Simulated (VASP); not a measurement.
# CsNi (I4/mmm) in VASP: reference runs

How does CsNi come out in PBE? The cell is run as given.

Program: VASP 6.6.1. These are calculated values, not measurements. Logs are shortened: lines on timing, memory, paths and dates and some standing lists are left out, and cuts for length are marked.

## 1. The structure

It takes space group I4/mmm (No. 139, tetragonal). The conventional cell has a = 4.440 Å, b = 4.440 Å, c = 6.205 Å, α = 90.00°, β = 90.00°, γ = 90.00°. Cs (site symmetry 4/mmm) has 6 Ni at 3.10 to 3.14 Å as nearest neighbours. Ni (site symmetry 4/mmm) is surrounded by 6 Cs at 3.10 to 3.14 Å.

The cell was built by a generator and needn't be a form met in nature.

## 2. Single point, PBE, collinear spin, ferromagnetic start

Input file INCAR:

```
SYSTEM = CsNi
PREC = Accurate ; ENCUT = 520
EDIFF = 1E-7 ; ISMEAR = -1
SIGMA = 0.05 ; LREAL = .False.
LASPH = .True. ; NELM = 150
ALGO = Normal ; ISIF = 2
LWAVE = .False. ; LCHARG = .True.
ISPIN = 2 ; MAGMOM = 0 1
LORBIT = 11 ; LMAXMIX = 4
GGA = PE ; LELF = .True.
LVHAR = .True. ; NBANDS = 20
```

Input file KPOINTS:

```
Automatic mesh
0
Gamma
  9 9 9
  0 0 0
```

Input file POSCAR:

```
CsNi
1.0
   -2.2202456500      2.2202456500      3.1025247000
    2.2202456500     -2.2202456500      3.1025247000
    2.2202456500      2.2202456500     -3.1025247000
Cs Ni
1 1
Direct
    0.5000000000      0.5000000000      0.0000000000
    0.0000000000      0.0000000000      0.0000000000
```

Potentials or basis: VASP PAW PBE potentials, release 64 (Cs_sv, Ni).

On the command line:

```sh
> cat potpaw_PBE.64/Cs_sv/POTCAR potpaw_PBE.64/Ni/POTCAR > POTCAR
> mpirun -np 1 vasp_std > vasp.out
```

OUTCAR:

```text
SYSTEM = CsNi
   PREC = Accurate
   ENCUT = 520
   EDIFF = 1E-7
   ISMEAR = -1
   LREAL = .False.
   LASPH = .True.
   NELM = 150
   ISIF = 2
   ISPIN = 2
   LORBIT = 11
   GGA = PE

 ion  position               nearest neighbor table
   1  0.500  0.500  0.000-   2 3.10   2 3.10
   2  0.000  0.000  0.000-   1 3.10   1 3.10

  LATTYP: Found a body centered tetragonal cell.
 ALAT       =     4.4404913000
 C/A-ratio  =     1.3973790243

  Lattice vectors:

 A1 = (  -2.2202456500,   2.2202456500,   3.1025247000)
 A2 = (   2.2202456500,  -2.2202456500,   3.1025247000)
 A3 = (   2.2202456500,   2.2202456500,  -3.1025247000)

Analysis of symmetry for initial positions (statically):
=====================================================================
 Subroutine PRICEL returns:
 Original cell was already a primitive cell.

 Routine SETGRP: Setting up the symmetry group for a
 body centered tetragonal supercell.

 Subroutine GETGRP returns: Found 16 space group operations
 (whereof 16 operations were pure point group operations)
 out of a pool of 16 trial point group operations.

The static configuration has the point symmetry D_4h.

Analysis of symmetry for dynamics (positions and initial velocities):
=====================================================================
 Subroutine PRICEL returns:
 Original cell was already a primitive cell.

 Routine SETGRP: Setting up the symmetry group for a
 body centered tetragonal supercell.

 Subroutine GETGRP returns: Found 16 space group operations
 (whereof 16 operations were pure point group operations)
 out of a pool of 16 trial point group operations.

The dynamic configuration has the point symmetry D_4h.

Analysis of structural, dynamic, and magnetic symmetry:
=====================================================================
 Subroutine PRICEL returns:
 Original cell was already a primitive cell.

 Routine SETGRP: Setting up the symmetry group for a
 body centered tetragonal supercell.

 Subroutine GETGRP returns: Found 16 space group operations
 (whereof 16 operations were pure point group operations)
 out of a pool of 16 trial point group operations.

The overall configuration has the point symmetry D_4h.

 Subroutine INISYM returns: Found 16 space group operations
 (whereof 16 operations are pure point group operations),
 and found     1 'primitive' translations

----------------------------------------------------------------------------------------

                                     Primitive cell

  volume of cell :      61.1755

  direct lattice vectors                    reciprocal lattice vectors
    -2.220245650  2.220245650  3.102524700     0.000000000  0.225200306  0.161159072
     2.220245650 -2.220245650  3.102524700     0.225200306  0.000000000  0.161159072
     2.220245650  2.220245650 -3.102524700     0.225200306  0.225200306  0.000000000

  length of vectors
     4.414141027  4.414141027  4.414141027     0.276924943  0.276924943  0.318481327

  position of ions in fractional coordinates (direct lattice)
     0.500000000  0.500000000  0.000000000
     0.000000000  0.000000000  0.000000000

  ion indices of the primitive-cell ions
   primitive index   ion index
                 1           1
                 2           2

----------------------------------------------------------------------------------------

 KPOINTS: Automatic mesh

Automatic generation of k-mesh.
 Grid dimensions read from file:
 generate k-points for:    9    9    9

 Generating k-lattice:

  Cartesian coordinates                     Fractional coordinates (reciprocal lattice)
     0.000000000  0.025022256  0.017906564     0.111111111  0.000000000 -0.000000000
     0.025022256  0.000000000  0.017906564     0.000000000  0.111111111 -0.000000000
     0.025022256  0.025022256  0.000000000     0.000000000  0.000000000  0.111111111

  Length of vectors
     0.030769438  0.030769438  0.035386814

  Shift w.r.t. Gamma in fractional coordinates (k-lattice)
     0.000000000  0.000000000  0.000000000

 Subroutine IBZKPT returns following result:
 ===========================================

 Found     75 irreducible k-points:

 Following reciprocal coordinates:
            Coordinates               Weight
  0.000000  0.000000  0.000000      1.000000
  0.111111  0.000000 -0.000000      8.000000
  0.222222  0.000000 -0.000000      8.000000
  0.333333  0.000000  0.000000      8.000000
  0.444444  0.000000 -0.000000      8.000000
  0.111111  0.111111 -0.000000      8.000000
[... 16 lines left out ...]
 -0.333333  0.333333  0.000000      4.000000
  0.444444  0.444444 -0.000000      8.000000
 [... further k-points ...]
   k-points           NKPTS =     75   k-points in BZ     NKDIM =     75   number of bands    NBANDS=     20
   number of dos      NEDOS =    301   number of ions     NIONS =      2
   total plane-waves  NPLWV =  46656
   dimension x,y,z NGX =    36 NGY =   36 NGZ =   36
   dimension x,y,z NGXF=    72 NGYF=   72 NGZF=   72
   ions per type =               1   1
   NGX,Y,Z   is equivalent  to a cutoff of  13.56, 13.56, 13.56 a.u.
   NGXF,Y,Z  is equivalent  to a cutoff of  27.12, 27.12, 27.12 a.u.
 SYSTEM =  CsNi
   PREC   = accura    normal or accurate (medium, high low for compatibility)
   ISTART =      0    job   : 0-new  1-cont  2-samecut
   ICHARG =      2    charge: 1-file 2-atom 10-const
   ISPIN  =      2    spin polarized calculation?
   LNONCOLLINEAR =      F non collinear calculations
   LSORBIT =      F    spin-orbit coupling
   LASPH  =      T    aspherical Exc in radial PAW
   ENCUT  =  520.0 eV  38.22 Ry    6.18 a.u.   8.21  8.21  8.21*2*pi/ulx,y,z
   NELM   =    150;   NELMIN=  2; NELMDL= -5     # of ELM steps
   EDIFF  = 0.1E-06   stopping-criterion for ELM
   LREAL  =      F    real-space projection
   EDIFFG = 0.1E-05   stopping-criterion for IOM
   NSW    =      0    number of steps for IOM
   IBRION =     -1    ionic relax: 0-MD 1-quasi-New 2-CG
   NFREE  =      0    steps in history (QN), initial steepest desc. (CG)
   ISIF   =      2    stress and relaxation
   ISYM   =      2    0-nonsym 1-usesym 2-fastsym
   POTIM  = 0.5000    time-step for ionic-motion
   TEBEG  =    0.0;   TEEND  =   0.0 temperature during run
   PSTRESS=    0.0 pullay stress
   NELECT =      19.0000    total number of electrons
   NUPDOWN=      -1.0000    fix difference up-down
   EMIN   =  10.00;   EMAX   =-10.00  energy-range for DOS
   EFERMI =   0.00;   METHOD = LEGACY
   ISMEAR =    -1;   SIGMA  =   0.05  broadening in eV -4-tet -1-fermi 0-gaus
   EFERMI_NEDOS =   21; number of points for ismear=-14 and -15
   IALGO  =     38    algorithm
   IMIX   =      4    mixing-type and parameters
     AMIX     =   0.40;   BMIX     =  1.00
     AMIX_MAG =   1.60;   BMIX_MAG =  1.00
  volume/ion in A,a.u.               =      30.59       206.42
  Fermi-wavevector in a.u.,A,eV,Ry     =   1.108665  2.095073 16.723433  1.229138
  Thomas-Fermi vector in A             =   2.245195
   LORBIT       =     11    0 simple, 1 ext, 2 COOP (PROOUT), +10 PAW based schemes
   GGA     = PE    functional components
   LHFCALC =     F    Hartree Fock is set to
   AEXX    =    0.0000 exact exchange contribution
   IVDW    =     0    specifies the selected vdW correction
   LEPSILON=     F    determine dielectric tensor
   LRPA    =     F    only Hartree local field effects (RPA)
 spin polarized calculation
  energy-cutoff  :      520.00
  volume of cell :       61.18
 maximum number of plane-waves:      1671
 NGX is ok and might be reduce to    36
   NGX = 17   NGY = 17   NGZ = 17

 number of electron      18.9999999 magnetization       0.6377337

 Free energy of the ion-electron system (eV)
  ---------------------------------------------------
  ext. energy  EPLUGINS =         0.00000000
  ---------------------------------------------------
  free energy    TOTEN  =        -3.54972690 eV

  energy without entropy =       -3.51881923  energy(sigma->0) =       -3.53427307

 E-fermi :   3.0252     XC(G=0):  -9.0593

 val. band max:        3.0107225086   @ k =  -0.3333   0.3333   0.2222
 cond. band min:       3.0268046557   @ k =   0.2222   0.2222   0.1111
 fundamental gap:      0.0160821470
 Fermi energy:         3.0251631428

 spin component 1

 k-point     1 :       0.0000    0.0000    0.0000
  band No.  band energies     occupation
      1     -18.9116      1.00000
      2      -5.3826      1.00000
      3      -5.3660      1.00000
      4      -5.3660      1.00000
      5       0.4113      1.00000
      6       1.7294      1.00000
[... 12 lines left out ...]
     19      10.5537      0.00000
     20      13.6671      0.00000

 k-point     2 :       0.1111    0.0000   -0.0000
  band No.  band energies     occupation
      1     -18.8980      1.00000
      2      -5.5489      1.00000
      3      -5.3980      1.00000
      4      -5.3893      1.00000
      5       0.7147      1.00000
      6       1.7810      1.00000
[... 498 lines left out ...]
 k-point    24 :       0.4444    0.4444   -0.0000
  band No.  band energies     occupation
      1     -18.7623      1.00000
      2      -6.3385      1.00000
      3      -5.8396      1.00000
      4      -5.7374      1.00000
      5       1.6106      1.00000
      6       1.7347      1.00000
[... 12 lines left out ...]
     19      15.5400      0.00000
     20      16.0438      0.00000

 [... further k-points ...]

 spin component 2

 k-point     1 :       0.0000    0.0000    0.0000
  band No.  band energies     occupation
      1     -18.8951      1.00000
      2      -5.3712      1.00000
      3      -5.3560      1.00000
      4      -5.3560      1.00000
      5       0.5047      1.00000
      6       2.3110      1.00000
[... 12 lines left out ...]
     19      10.5048      0.00000
     20      13.7835      0.00000

 k-point     2 :       0.1111    0.0000   -0.0000
  band No.  band energies     occupation
      1     -18.8816      1.00000
      2      -5.5369      1.00000
      3      -5.3863      1.00000
      4      -5.3785      1.00000
      5       0.8080      1.00000
      6       2.3337      1.00000
[... 498 lines left out ...]
 k-point    24 :       0.4444    0.4444   -0.0000
  band No.  band energies     occupation
      1     -18.7455      1.00000
      2      -6.3304      1.00000
      3      -5.8278      1.00000
      4      -5.7265      1.00000
      5       1.7515      1.00000
      6       1.9806      1.00000
[... 12 lines left out ...]
     19      15.6144      0.00000
     20      16.0543      0.00000

 [... further k-points ...]
[... 5 lines left out ...]
  --------------------------------------------------------------------------------------
  -------------------------------------------------------------------------------------
  Total        1.2233275      1.2233275      1.3243432      0.0000000     -0.0000000      0.0000000
  in kB       32.0387830     32.0387830     34.6843712      0.0000000     -0.0000000      0.0000000
  external PRESSURE =      32.9206457 kB  Pullay stress =       0.0000000 kB

 VOLUME and BASIS-vectors are now :
 -----------------------------------------------------------------------------
  energy-cutoff  :      520.00
  volume of cell :       61.18
      direct lattice vectors                 reciprocal lattice vectors
    -2.220245650  2.220245650  3.102524700     0.000000000  0.225200306  0.161159072
     2.220245650 -2.220245650  3.102524700     0.225200306  0.000000000  0.161159072
     2.220245650  2.220245650 -3.102524700     0.225200306  0.225200306  0.000000000

 POSITION                                       TOTAL-FORCE (eV/Angst)
 -----------------------------------------------------------------------------------
      0.00000      0.00000      3.10252         0.000000      0.000000      0.000000
      0.00000      0.00000      0.00000        -0.000000     -0.000000      0.000000
 -----------------------------------------------------------------------------------
    total drift:                                0.000000     -0.000000     -0.000000

  FREE ENERGIE OF THE ION-ELECTRON SYSTEM (eV)
  ---------------------------------------------------
  free  energy   TOTEN  =        -3.5497269006 eV

  energy  without entropy=       -3.5188192334  energy(sigma->0) =       -3.53427307

 total charge

# of ion       s       p       d       tot
------------------------------------------
    1        1.854   4.564   0.149   6.568
    2        0.521   0.055   8.483   9.059
--------------------------------------------------
tot          2.375   4.619   8.633  15.626

 magnetization (x)

# of ion       s       p       d       tot
------------------------------------------
    1        0.002   0.025  -0.006   0.021
    2        0.045   0.001   0.549   0.595
--------------------------------------------------
tot          0.046   0.026   0.544   0.616
```

It took 2.7 min on 1 thread of Intel Xeon Platinum 8488C (Sapphire Rapids), shared host; peak memory 0.34 GiB.

Results:

```
Free energy                                           : -3.5497 eV
Pressure                                              : 3.3 GPa
Band gap on the k mesh                                : none (metal or under the smearing width)
Net moment                                            : 0.64 μB per cell
Site moments                                          : Cs +0.02; Ni +0.59 μB
Valence electrons inside the program's atomic spheres : Cs 6.57; Ni 9.06
```

Stress tensor (GPa, compression positive):
```
3.20 0.00 0.00
0.00 3.20 0.00
0.00 0.00 3.47
```

Levels at points of the mesh, in eV from the Fermi level:
Spin up:
```tsv
k point	band 8	band 9	band 10	band 11	band 12	band 13
(0.00, 0.00, 0.00)	-1.01	-1.01	-0.98	4.78	4.78	4.82
```
Spin down:
| k point | band 6 | band 7 | band 8 | band 9 | band 10 | band 11 | band 12 | band 13 |
| --- | --- | --- | --- | --- | --- | --- | --- | --- |
| (0.00, 0.00, 0.00) | -0.71 | -0.71 | -0.68 | -0.52 | -0.50 | 4.82 | 4.82 | 4.86 |
